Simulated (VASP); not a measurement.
Energy against volume of InAs (zinc blende). These are optB86b-vdW, VASP's PBE PAW potentials (set 64) (plane waves; VASP 6.6.1) values and carry that method's errors. Run with 520 eV cut-off, 10×10×10 Γ-centred mesh, first-order Methfessel-Paxton smearing of 0.10 eV, potentials In_d As.

```tsv
V (Å³/atom)	E (eV/atom)
27.244	-1.52299
28.113	-1.53760
28.983	-1.54216
29.852	-1.53825
```

**Question.** Fit these four points and predict the energy of the run at 30.722 Å³/atom.

**Answer.** A cubic in V^(−2/3), the third-order Birch-Murnaghan form, passes through the four points with V0 = 28.99 Å³/atom and B0 = 52 GPa, and gives -1.5272 eV/atom there. The run gave -1.5272 eV/atom, -0.0 meV/atom from the fit; all five points give B0 = 52 GPa.

The compound is InAs in the zinc blende structure. It was relaxed first.
